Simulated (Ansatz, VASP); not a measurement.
# Cross-check of Si (amorphous silicon) between VASP and Ansatz

One calculation is typed for both programs; each brings its own data sets. How far apart do they land? The structure shown is the start of the Ansatz relaxation below; VASP solves that cell, so the two are compared at the walk's first step.

Method: plane waves, with VASP 6.6.1 beside it; single point at PBE, in Ansatz 0.2.0.

## 1. The starting structure

The cell holds 76 atoms: 76 Si. Its edges and angles: a = 11.618 Å, b = 11.618 Å, c = 11.618 Å, α = 90.0°, β = 90.0°, γ = 90.0°. As first built, before any earlier steps moved the atoms (in the runner's words): 76 atoms (76 Si) placed at random at 2.26 g/cm^3, melted at 3000 K for 8 ps at fixed volume with the modified Tersoff potential (Kumagai, Izumi, Hara and Sakai, Comput. Mater. Sci. 39, 457 (2007)). Quenched from 3000 K to 300 K at 60 K/ps and fixed volume, held 5 ps.

## 2. Ansatz: relaxation, PBE

Ansatz runs on its default PAW (the set named soft_2) files.

The two programs are compared at the cell with which this relaxation starts, whose forces are those of its first step.

File input.yaml:

```yaml
crystal:
  lattice:
    - [11.6183, 0.0, 0.0]
    - [0.0, 11.6183, 0.0]
    - [0.0, 0.0, 11.6183]
  atoms:
    - { symbol: Si, position: [0.04812, 0.57744, 0.00253] }
    - { symbol: Si, position: [0.07705, 0.38463, 0.93461] }
    - { symbol: Si, position: [0.24907, 0.08457, 0.58497] }
    - { symbol: Si, position: [0.55844, 0.25252, 0.92512] }
    - { symbol: Si, position: [0.77703, 0.19685, 0.59713] }
    - { symbol: Si, position: [0.20948, 0.08446, 0.99259] }
    - { symbol: Si, position: [0.65406, 0.19005, 0.31555] }
    - { symbol: Si, position: [0.2167, 0.49717, 0.27523] }
    - { symbol: Si, position: [0.71338, 0.37896, 0.89272] }
    - { symbol: Si, position: [0.12836, 0.33681, 0.19604] }
    - { symbol: Si, position: [0.47545, 0.60331, 0.82285] }
    - { symbol: Si, position: [0.54932, 0.96193, 0.73091] }
    - { symbol: Si, position: [0.4645, 0.81079, 0.83834] }
    - { symbol: Si, position: [0.36552, 0.08971, 0.26738] }
    - { symbol: Si, position: [0.34738, 0.98511, 0.43769] }
    - { symbol: Si, position: [0.26806, 0.86982, 0.82002] }
    - { symbol: Si, position: [0.82546, 0.35127, 0.716] }
    - { symbol: Si, position: [0.83505, 0.09971, 0.24417] }
    - { symbol: Si, position: [0.15281, 0.73041, 0.73224] }
    - { symbol: Si, position: [0.44716, 0.29205, 0.62501] }
    - { symbol: Si, position: [0.70724, 0.51954, 0.43172] }
    - { symbol: Si, position: [0.17055, 0.69754, 0.46669] }
    - { symbol: Si, position: [0.88651, 0.32835, 0.99761] }
    - { symbol: Si, position: [0.26614, 0.06208, 0.79261] }
    - { symbol: Si, position: [0.59093, 0.18153, 0.51299] }
    - { symbol: Si, position: [0.31403, 0.9549, 0.10831] }
    - { symbol: Si, position: [0.98787, 0.7989, 0.15894] }
    - { symbol: Si, position: [0.64634, 0.94681, 0.08281] }
    - { symbol: Si, position: [0.52348, 0.68163, 0.1279] }
    - { symbol: Si, position: [0.29844, 0.80231, 0.35184] }
    - { symbol: Si, position: [0.81834, 0.90409, 0.22226] }
    - { symbol: Si, position: [0.43691, 0.51147, 0.63759] }
    - { symbol: Si, position: [0.67174, 0.57506, 0.86451] }
    - { symbol: Si, position: [0.91239, 0.273, 0.45817] }
    - { symbol: Si, position: [0.98544, 0.45492, 0.51296] }
    - { symbol: Si, position: [0.06549, 0.83021, 0.57252] }
    - { symbol: Si, position: [0.56501, 0.01128, 0.25574] }
    - { symbol: Si, position: [0.92662, 0.40868, 0.18252] }
    - { symbol: Si, position: [0.46744, 0.26838, 0.24296] }
    - { symbol: Si, position: [0.48043, 0.70664, 0.32609] }
    - { symbol: Si, position: [0.26596, 0.27802, 0.51142] }
    - { symbol: Si, position: [0.69087, 0.11119, 0.97513] }
    - { symbol: Si, position: [0.47565, 0.85612, 0.0312] }
    - { symbol: Si, position: [0.36617, 0.39978, 0.37264] }
    - { symbol: Si, position: [0.22701, 0.28516, 0.02194] }
    - { symbol: Si, position: [0.06029, 0.03105, 0.55223] }
    - { symbol: Si, position: [0.19734, 0.8061, 0.17692] }
    - { symbol: Si, position: [0.00185, 0.11805, 0.37287] }
    - { symbol: Si, position: [0.81965, 0.68957, 0.75417] }
    - { symbol: Si, position: [0.04743, 0.56851, 0.36804] }
    - { symbol: Si, position: [0.50537, 0.54418, 0.44514] }
    - { symbol: Si, position: [0.72589, 0.98331, 0.81982] }
    - { symbol: Si, position: [0.87378, 0.14209, 0.05088] }
    - { symbol: Si, position: [0.97485, 0.84834, 0.9712] }
    - { symbol: Si, position: [0.86128, 0.02045, 0.67029] }
    - { symbol: Si, position: [0.02023, 0.03938, 0.9478] }
    - { symbol: Si, position: [0.76984, 0.82162, 0.93859] }
    - { symbol: Si, position: [0.39676, 0.54258, 0.01296] }
    - { symbol: Si, position: [0.891, 0.61087, 0.13064] }
    - { symbol: Si, position: [0.24499, 0.58582, 0.61791] }
    - { symbol: Si, position: [0.60102, 0.8651, 0.3869] }
    - { symbol: Si, position: [0.45551, 0.14275, 0.77995] }
    - { symbol: Si, position: [0.80008, 0.817, 0.40964] }
    - { symbol: Si, position: [0.99319, 0.69401, 0.85017] }
    - { symbol: Si, position: [0.14595, 0.40566, 0.61621] }
    - { symbol: Si, position: [0.871, 0.82873, 0.60372] }
    - { symbol: Si, position: [0.02277, 0.31982, 0.75385] }
    - { symbol: Si, position: [0.22349, 0.61438, 0.10908] }
    - { symbol: Si, position: [0.7891, 0.3575, 0.32818] }
    - { symbol: Si, position: [0.5237, 0.98933, 0.52928] }
    - { symbol: Si, position: [0.81998, 0.53074, 0.61066] }
    - { symbol: Si, position: [0.42382, 0.33715, 0.05342] }
    - { symbol: Si, position: [0.03604, 0.10821, 0.75798] }
    - { symbol: Si, position: [0.84954, 0.64118, 0.33452] }
    - { symbol: Si, position: [0.70755, 0.649, 0.0464] }
    - { symbol: Si, position: [0.18489, 0.19453, 0.32883] }
kpoints:
  mp_grid: { grid: [1, 1, 1] }
hamiltonian:
  xc: pbe
scf:
  occupations: { method: fixed }
output:
  forces: true
  stress: true
relax:
  f_tol: 0.04
  max_steps: 90
  cell: { stress_tol: 0.1, fix: [alpha, beta, gamma] }
```

On the command line:

```console
> ansatz run input.yaml --threads 8 --pin off --max-ram 15360MiB --backend cpu --events-out ev --progress --plain --runs-dir out
```

Numbers of over 12 decimals in the logs are rounded to 6 here.

What it wrote:

```text
The last accepted step is kept in <dir> (removed where the run ends without a failure and the disk answers)
Engine: ansatz 0.2.0, x86_64-unknown-linux-gnu
Pseudopotentials: kind: paw
Pseudopotential: Si, paw, valence charge 4, recommended cutoff 420 eV (normal), Si.paw.azcp
Functional definition: PBE
  parameter kappa = 0.804
  parameter beta = 0.066725
  exchange = pbe_x(kappa = kappa, mu = beta*pi^2/3)
  correlation = pbe_c(beta = beta)
Crystal: 76 atoms, lattice volume = 1568.295 Å³
Basis set: ecut = 420 eV, 30647 PW (Γ), exchange–correlation on 160×160×160 points (8 copies of the dense FFT grid, shifted against one another)
Bands: 228, of which v1, the nominal top of the filled ones, is band 152 counted from 1 (151 counted from 0)
Symmetry: 1 space group operations
Space group: P1 (ITA 1), of the structure as read, at distance tolerance 1.2e-4 Å
k-points: 1
Non-local potential: Si, projectors of the file, l = 0: 2, l = 1: 2, l = 2: 2
PAW form: soft (Blöchl's): semilocal exchange-correlation on the pseudo side does not see the compensation charge
PAW one-centre angular grid: Si, 110 points (default); XC on 64 Gauss nodes
Initial density: superposition of atomic densities (neutral atoms: chi_scale 0, normalization atom), corrected by the library's trained network
Initial wavefunctions: pseudopotential atomic-orbital guess
Functional: x = pbe(κ = 0.804, μ = 0.219515), c = pbe(β = 0.066725)
SCF iter   1: F=—  HF=-48300.082081 eV  |F-HF|=—  |Δ(HF+E_count)|=         —  Δρ=4.10e-3  dr2=8.21e-1  ethr=1.77e-3  ⟨swp⟩=5.0  Hψ=793  notcnv=0  defer=73
preconditioner: auto → Resta (q_TF=auto, 2.076 Å⁻¹)  ε∞=5.7  [insulator: Δε(μ)=0.089 eV  Ē_g=7.559 eV  n_scr=250 (ndim 8)  ℏωp=16.3 eV  f_vac=0.006  ε∞_Penn≈5.7]
SCF iter   2: F=—  HF=-48299.977749 eV  |F-HF|=—  |Δ(HF+E_count)|=   1.04e-1  Δρ=2.43e-3  dr2=3.04e-1  ethr=2.70e-4  ⟨swp⟩=2.0  Hψ=238  notcnv=0  defer=74
SCF iter   3: F=—  HF=-48300.013170 eV  |F-HF|=—  |Δ(HF+E_count)|=   3.54e-2  Δρ=2.96e-3  dr2=9.16e-1  ethr=1.00e-4  ⟨swp⟩=3.0  Hψ=216  notcnv=0  defer=74  recentre
SCF iter   4: F=—  HF=-48299.960829 eV  |F-HF|=—  |Δ(HF+E_count)|=   5.23e-2  Δρ=7.83e-4  dr2=1.81e-2  ethr=1.00e-4  ⟨swp⟩=2.0  Hψ=170  notcnv=0  defer=74
SCF iter   5: F=—  HF=-48299.961964 eV  |F-HF|=—  |Δ(HF+E_count)|=   1.13e-3  Δρ=2.88e-4  dr2=3.58e-3  ethr=5.96e-6  ⟨swp⟩=3.0  Hψ=310  notcnv=0  defer=41
automatic band count: iteration 5 solves 195 bands in place of 228: the levels show a gap, and the empty bands left out lie too high to hold charge; the band table lists the bands solved (type scf.n_extra_bands for more)
SCF iter   6: F=—  HF=-48299.962748 eV  |F-HF|=—  |Δ(HF+E_count)|=   7.85e-4  Δρ=1.89e-4  dr2=2.49e-3  ethr=1.18e-6  ⟨swp⟩=3.0  Hψ=258  notcnv=0  defer=41
SCF iter   7: F=—  HF=-48299.963004 eV  |F-HF|=—  |Δ(HF+E_count)|=   2.56e-4  Δρ=7.91e-5  dr2=3.92e-4  ethr=8.19e-7  ⟨swp⟩=2.0  Hψ=158  notcnv=0  defer=39
SCF iter   8: F=—  HF=-48299.963074 eV  |F-HF|=—  |Δ(HF+E_count)|=   7.03e-5  Δρ=3.37e-5  dr2=8.86e-5  ethr=1.29e-7  ⟨swp⟩=3.0  Hψ=243  notcnv=0  defer=39
SCF iter   9: F=—  HF=-48299.962964 eV  |F-HF|=—  |Δ(HF+E_count)|=   1.11e-4  Δρ=1.48e-5  dr2=1.43e-5  ethr=2.92e-8  ⟨swp⟩=2.0  Hψ=274  notcnv=0  defer=39
SCF iter  10: F=—  HF=-48299.962978 eV  |F-HF|=—  |Δ(HF+E_count)|=   1.41e-5  Δρ=8.32e-6  dr2=5.44e-6  ethr=4.70e-9  ⟨swp⟩=2.0  Hψ=288  notcnv=0  defer=39
SCF iter  11: F=—  HF=-48299.962980 eV  |F-HF|=—  |Δ(HF+E_count)|=   1.85e-6  Δρ=2.74e-6  dr2=3.61e-7  ethr=1.79e-9  ⟨swp⟩=2.0  Hψ=235  notcnv=0  defer=39
SCF iter  12: F=—  HF=-48299.962980 eV  |F-HF|=—  |Δ(HF+E_count)|=   4.88e-7  Δρ=1.51e-6  dr2=2.07e-7  ethr=3.29e-11  ⟨swp⟩=5.0  Hψ=673  notcnv=0
SCF iter  13: F=—  HF=-48299.962980 eV  |F-HF|=—  |Δ(HF+E_count)|=   6.53e-8  Δρ=1.07e-6  dr2=1.49e-7  ethr=6.81e-11  ⟨swp⟩=2.0  Hψ=235  notcnv=0  defer=39
SCF iter  14: F=-48299.962980 eV  HF=-48299.962980 eV  |F-HF|=2.26e-8  |Δ(HF+E_count)|=   5.96e-9  Δρ=5.43e-7  dr2=3.20e-8  ethr=3.29e-11  ⟨swp⟩=3.0  Hψ=503  notcnv=0
SCF 1 converged in 14 iterations: F = -48299.962980 eV  dr2 = 3.20e-8
  greatest PAW one-centre occupation: 0.675 electrons in one spin orbital (limit 2), on the Si atom at site 2 (counted from 0), in its partial waves of l = 0
relax step   1: F+E_penalty+E_count = -48299.96298026 eV  Δ(F+E_penalty+E_count) = +0.000e0 eV  max|allowed force component| = 1.311e0 eV/Å  Δτ_max = 0.0000 Å  P = +0.107 GPa  Ω = 1568.295 Å³  fix = [alpha, beta, gamma]  reactions: alpha +0.529, beta -0.479, gamma -0.520 GPa/rad  (14 SCF iters, dr2 threshold 1.00e-7 eV, accepted)
Crystal: 76 atoms, lattice volume = 1571.046 Å³
Basis set: ecut = 420 eV, 30735 PW (Γ), exchange–correlation on 160×160×160 points (8 copies of the dense FFT grid, shifted against one another)
Initial density: handed on by an earlier stage of this run
Initial wavefunctions: those handed on with the density
[...]
atom  43  Si    -0.00171185     0.00062187    -0.00244579
  atom  44  Si    -0.00178672    -0.00702780     0.00233769
  atom  45  Si     0.00384628    -0.00799745    -0.00047271
  atom  46  Si     0.00470852    -0.00218628     0.00844232
  atom  47  Si     0.00845456     0.00247140    -0.00271366
  atom  48  Si     0.02475619     0.00906239     0.01195645
  atom  49  Si     0.00677585    -0.00399946     0.00175429
  atom  50  Si     0.00745115     0.01704496    -0.00495178
  atom  51  Si    -0.00802092     0.00054698    -0.00066474
  atom  52  Si    -0.00123741     0.00475969    -0.00981315
  atom  53  Si    -0.00316403    -0.00094917     0.00659028
  atom  54  Si     0.00414251    -0.00509897    -0.00362009
  atom  55  Si     0.00146826    -0.00037897     0.00467153
  atom  56  Si     0.00138093     0.00332084     0.00611450
  atom  57  Si    -0.00781545    -0.00235686    -0.00383448
  atom  58  Si     0.00796521     0.00359579     0.00374734
  atom  59  Si    -0.00072179     0.00862869     0.01178625
  atom  60  Si    -0.00344685     0.00163408     0.00473643
  atom  61  Si    -0.00583150     0.00321325    -0.00236348
  atom  62  Si     0.00209843    -0.00139439    -0.00333190
  atom  63  Si     0.00574602    -0.00059448     0.00401602
  atom  64  Si    -0.00417281     0.00149450     0.00176909
  atom  65  Si     0.00173735     0.00162400    -0.00352291
  atom  66  Si     0.00161822     0.00273191    -0.00125584
  atom  67  Si     0.00181074    -0.00345487    -0.00272769
  atom  68  Si    -0.00878459    -0.00038377    -0.00065261
  atom  69  Si    -0.00582198     0.01043150     0.00006388
  atom  70  Si     0.00161711    -0.00275729     0.00056043
  atom  71  Si    -0.00280050    -0.00068125    -0.00566181
  atom  72  Si     0.00094132     0.00433508     0.00181943
  atom  73  Si    -0.00797004    -0.00121252    -0.00355350
  atom  74  Si    -0.00565975    -0.00390744     0.01407575
  atom  75  Si     0.00310119    -0.00085149    -0.00871666
  atom  76  Si    -0.00042274    -0.00335447    -0.00385251
  max |Σ_I F_I| component: 1.05e-5 eV/Å
--- Stress (GPa, compression-positive) ---
        0.005374       0.100167       0.237732
        0.100167       0.004294      -0.343608
        0.237732      -0.343608       0.006110
  P = ⅓ Tr σ = 0.0053 GPa (0.053 kbar)
--- Relaxed structure (24 steps of the walk, 23 accepted, 1 SCFs on fresh bases) ---
  F+E_penalty+E_count = -48304.79129559 eV   max|allowed force component| = 2.476e-2 eV/Å   (the final SCF, on the basis selected at the relaxed cell)
  cell:  # Å, volume = 1580.2280 Å³
    - [11.772000, 0, 0]
    - [0, 11.517536, 0]
    - [0, 0, 11.654936]
  atoms:
    - { symbol: Si, position: [0.051370, 0.574204, 0.00169627] }
    - { symbol: Si, position: [0.056397, 0.381489, 0.931451] }
    - { symbol: Si, position: [0.270679, 0.090255, 0.585171] }
    - { symbol: Si, position: [0.555860, 0.265407, 0.919454] }
    - { symbol: Si, position: [0.769205, 0.182177, 0.582412] }
    - { symbol: Si, position: [0.199311, 0.094463, 0.971384] }
    - { symbol: Si, position: [0.602153, 0.219958, 0.307335] }
    - { symbol: Si, position: [0.201243, 0.501794, 0.250488] }
    - { symbol: Si, position: [0.719076, 0.382185, 0.872829] }
    - { symbol: Si, position: [0.106052, 0.329337, 0.203270] }
    - { symbol: Si, position: [0.490590, 0.608704, 0.818823] }
    - { symbol: Si, position: [0.538232, 0.967027, 0.728423] }
    - { symbol: Si, position: [0.450219, 0.813135, 0.831703] }
    - { symbol: Si, position: [0.337008, 0.094484, 0.259039] }
    - { symbol: Si, position: [0.363309, 0.987273, 0.435178] }
    - { symbol: Si, position: [0.259861, 0.862969, 0.858532] }
    - { symbol: Si, position: [0.820088, 0.335960, 0.703607] }
    - { symbol: Si, position: [0.831972, 0.083326, 0.247182] }
    - { symbol: Si, position: [0.157265, 0.729208, 0.747798] }
    - { symbol: Si, position: [0.443765, 0.295251, 0.616381] }
    - { symbol: Si, position: [0.715473, 0.503307, 0.423790] }
    - { symbol: Si, position: [0.171366, 0.694637, 0.473177] }
    - { symbol: Si, position: [0.873458, 0.337575, 0.999794] }
    - { symbol: Si, position: [0.285061, 0.058665, 0.789151] }
[...]
- { symbol: Si, position: [0.767675, 0.336034, 0.312735] }
    - { symbol: Si, position: [0.540894, 0.986778, 0.527290] }
    - { symbol: Si, position: [0.834802, 0.500414, 0.588304] }
    - { symbol: Si, position: [0.407922, 0.348621, 0.041549] }
    - { symbol: Si, position: [0.00296706, 0.101502, 0.758947] }
    - { symbol: Si, position: [0.852903, 0.636018, 0.334009] }
    - { symbol: Si, position: [0.713393, 0.663711, 0.039430] }
    - { symbol: Si, position: [0.176333, 0.189295, 0.333956] }
```

Reading the cycles: dr2 is the Hartree energy of the density residual (eV), the measure of convergence; HF is the Harris–Foulkes estimate of the energy, which meets the free energy F at convergence.

## 3. VASP: single point, PBE, start cell, pair 1

The same cell, functional and mesh now go to VASP, with its own data sets.

Lines of VASP's logs that name or quote its potential files are left out, and so is its time.

File INCAR:

```
SYSTEM = Si
PREC = Accurate
ENCUT = 400
EDIFF = 1E-06
NELM = 120
ISMEAR = 0
SIGMA = 0.01
LREAL = Auto
ALGO = Normal
GGA = PE
NBANDS = 208
LORBIT = 11
LWAVE = .FALSE.
LCHARG = .FALSE.
ISIF = 2
LASPH = .TRUE.
GGA_COMPAT = .FALSE.
EFERMI = MIDGAP
NCORE = 2
```

File POSCAR:

```
Si
1.0
   11.6183000000      0.0000000000      0.0000000000
    0.0000000000     11.6183000000      0.0000000000
    0.0000000000      0.0000000000     11.6183000000
Si
76
Direct
    0.0481223587      0.5774424830      0.0025304907
    0.0770508594      0.3846259780      0.9346117762
    0.2490725838      0.0845734746      0.5849737053
    0.5584379815      0.2525240354      0.9251181326
    0.7770327845      0.1968532401      0.5971269463
    0.2094798723      0.0844615822      0.9925892773
    0.6540629868      0.1900536223      0.3155539106
    0.2167012386      0.4971725640      0.2752295947
    0.7133831972      0.3789624988      0.8927209661
    0.1283578493      0.3368134753      0.1960441717
    0.4754482153      0.6033068521      0.8228484374
    0.5493230507      0.9619307472      0.7309072756
    0.4644999699      0.8107898746      0.8383412375
    0.3655181911      0.0897119200      0.2673799093
    0.3473830078      0.9851096976      0.4376888185
    0.2680598711      0.8698174432      0.8200166978
    0.8254563921      0.3512734221      0.7159997590
    0.8350533211      0.0997133832      0.2441665304
    0.1528106522      0.7304080631      0.7322413778
    0.4471566408      0.2920478900      0.6250139866
    0.7072377198      0.5195424460      0.4317240904
    0.1705499083      0.6975375055      0.4666861761
    0.8865066318      0.3283526850      0.9976072231
    0.2661404853      0.0620830931      0.7926116557
    0.5909298262      0.1815325822      0.5129924343
    0.3140304520      0.9548987373      0.1083118873
    0.9878725803      0.7989034540      0.1589389153
    0.6463424081      0.9468080528      0.0828090168
    0.5234758958      0.6816315640      0.1279016724
    0.2984429736      0.8023118701      0.3518414914
    0.8183383111      0.9040909600      0.2222614324
    0.4369141785      0.5114689757      0.6375889760
    0.6717419932      0.5750583132      0.8645068556
    0.9123882151      0.2730003529      0.4581737431
    0.9854367679      0.4549202551      0.5129580059
    0.0654915091      0.8302075175      0.5725192154
    0.5650138144      0.0112839228      0.2557430949
    0.9266157699      0.4086828538      0.1825224000
    0.4674436019      0.2683783342      0.2429615348
    0.4804317327      0.7066438291      0.3260890147
    0.2659597359      0.2780182987      0.5114173330
    0.6908669943      0.1111866624      0.9751340558
    0.4756461789      0.8561235293      0.0312007781
    0.3661723316      0.3997831008      0.3726362721
    0.2270125578      0.2851622010      0.0219395264
    0.0602928139      0.0310458501      0.5522322543
    0.1973438455      0.8060989990      0.1769191706
    0.0018505289      0.1180465300      0.3728686641
    0.8196465920      0.6895673205      0.7541722972
    0.0474337898      0.5685083016      0.3680400747
    0.5053665338      0.5441759982      0.4451425768
    0.7258893298      0.9833108114      0.8198187342
    0.8737767143      0.1420861916      0.0508766343
    0.9748500211      0.8483427007      0.9712006059
    0.8612791889      0.0204504962      0.6702873914
    0.0202267113      0.0393775337      0.9477978706
    0.7698372395      0.8216176205      0.9385882616
    0.3967620048      0.5425836826      0.0129623095
    0.8909995438      0.6108725029      0.1306387337
    0.2449928131      0.5858172022      0.6179131198
    0.6010173605      0.8651007462      0.3868982553
    0.4555141458      0.1427489392      0.7799505952
    0.8000826283      0.8170042089      0.4096382431
    0.9931917750      0.6940085899      0.8501674083
    0.1459507845      0.4056617577      0.6162089118
    0.8709966174      0.8287270943      0.6037199935
    0.0227658091      0.3198230378      0.7538538340
    0.2234922493      0.6143842042      0.1090779202
    0.7890999544      0.3574963635      0.3281805428
    0.5236996807      0.9893271821      0.5292770887
    0.8199822694      0.5307402976      0.6106573251
    0.4238227624      0.3371491526      0.0534157321
    0.0360379746      0.1082086019      0.7579766403
    0.8495390892      0.6411781414      0.3345239837
    0.7075475758      0.6490020055      0.0464009365
    0.1848893556      0.1945293201      0.3288260761
```

File KPOINTS:

```
Automatic mesh
0
Gamma
1 1 1
0 0 0
```

PAW data sets: Si (PBE family, release 64).

On the command line:

```console
> mpirun -np 8 vasp_gam
```

What it wrote:

```text
[banner, memory and clock lines left out]
running    8 mpi-ranks, on    1 nodes
[...]
LDA part: xc-table for (Slater+PW92), standard interpolation
 POSCAR, INCAR and KPOINTS ok, starting setup
[...]
entering main loop
       N       E                     dE             d eps       ncg     rms          rms(c)
DAV:   1     0.129105936342E+04    0.12911E+04   -0.11219E+05   416   0.104E+03
DAV:   2    -0.231307272683E+03   -0.15224E+04   -0.14257E+04   520   0.194E+02
DAV:   3    -0.392944918271E+03   -0.16164E+03   -0.15600E+03   536   0.558E+01
DAV:   4    -0.398228029681E+03   -0.52831E+01   -0.52172E+01   512   0.118E+01
[...]
DAV:  17    -0.390641851611E+03    0.28459E-04   -0.27010E-05   480   0.110E-02    0.167E-02
DAV:  18    -0.390641856616E+03   -0.50049E-05   -0.17538E-05   480   0.759E-03    0.639E-03
DAV:  19    -0.390641857177E+03   -0.56066E-06   -0.28563E-06   400   0.292E-03
   1 F= -.39064186E+03 E0= -.39064170E+03  d E =-.312404E-03
```

Parts of OUTCAR (step 3):

```text
  FREE ENERGIE OF THE ION-ELECTRON SYSTEM (eV)
  ---------------------------------------------------
  free  energy   TOTEN  =      -390.6418571768 eV

  energy  without entropy=     -390.6415447731  energy(sigma->0) =     -390.64170097
```

The run ends at a pressure of 0.03 GPa, with forces up to 1.4 eV/Å.

[end of part 1 of 2]

[Lines on the potential files, build, host, timing and source positions are cut from VASP's logs without a mark.]

[Logs are printed without paths, hosts, clocks, repeated set-up lines and the standing remarks that a program may print on its own settings, such as how far it seeks lower states.]

[Hosts, paths, dates, database ids (printed as entryN), source tags and the programs' standing remarks are cut or masked in the printed files.]
